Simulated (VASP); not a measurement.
Consider the following.

```xyz
2
Lattice="0.0000 2.0165 2.0165 2.0165 0.0000 2.0165 2.0165 2.0165 0.0000" Properties=species:S:1:pos:R:3 pbc="T T T"
Li     0.0000     2.0165     2.0165
F      2.0165     2.0165     2.0165
```

Calculation: PBE GGA with D4 dispersion, VASP's PBE PAW potentials (set 64) (plane waves; VASP). Run with 520 eV cut-off, Gaussian smearing of 0.050 eV, potentials Li_sv F.

### Question
Estimate the band gap (along the path) with the smallest direct gap where there is one.

### Answer

The band gap (along the path) is 9.05 eV and the smallest direct gap (along the path) is 9.05 eV.

The compound is LiF in the rock salt structure. It was relaxed first.
